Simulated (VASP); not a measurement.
Level of theory: PBE GGA, VASP's PBE PAW potentials (set 64) (plane waves; VASP).

VASP ran on this input.

**POSCAR**
```
Sn
1
   -2.9733000000     2.9733000000     1.6218000000
    2.9733000000    -2.9733000000     1.6218000000
    2.9733000000     2.9733000000    -1.6218000000
Sn
2
Direct
  0.2500000000   0.7500000000   0.5000000000
  0.0000000000   0.0000000000   0.0000000000
```

### KPOINTS
```
kpoints
0
G
 12 12 12
```

INCAR:
```
SYSTEM=Sn
PREC=Normal; ENCUT=400; LREAL=.False.
LASPH=.True.
EDIFF=1E-6; NELM=100; ALGO=Normal
LMAXMIX=4
ISMEAR=1; SIGMA=0.1
GGA=PE
ISIF=2
LWAVE=.False.; LCHARG=.False.
```

POTCAR, in this order: Sn_d (PBE.64 set). Program: vasp_std.

Unless said otherwise, spin-orbit coupling is left out, though it shifts the bands of the heavy elements here.

Question: Predict the energy per atom (σ→0), band gap (on the k-mesh).

Answer: 
```
Quantity                                                    Result
------------------------  ----------------------------------------
energy per atom (σ→0)                               -3.806 eV/atom
band gap (on the k-mesh)  none (metal, semimetal or under 0.01 eV)
```

OSZICAR:
```
...
DAV:   5    -0.762744541199E+01   -0.17917E-01   -0.17916E-01  7906   0.433E+00    0.216E+00
DAV:   6    -0.761408078078E+01    0.13365E-01   -0.33330E-02  7534   0.278E+00    0.121E+00
DAV:   7    -0.761147185440E+01    0.26089E-02   -0.20720E-02  7602   0.213E+00    0.160E-01
DAV:   8    -0.761146254342E+01    0.93110E-05   -0.18887E-03  6604   0.642E-01    0.352E-02
DAV:   9    -0.761147230276E+01   -0.97593E-05   -0.55957E-05  7514   0.781E-02    0.134E-02
DAV:  10    -0.761147116224E+01    0.11405E-05   -0.73123E-06  6870   0.383E-02    0.193E-03
DAV:  11    -0.761147116028E+01    0.19618E-08   -0.28326E-07  3238   0.770E-03
   1 F= -.76114712E+01 E0= -.76113634E+01  d E =-.323269E-03
```

The compound is Sn in the beta structure. The cell was not relaxed at this level. The run is one of a series of settings (PREC = Normal against the base run), some of them coarse on purpose.
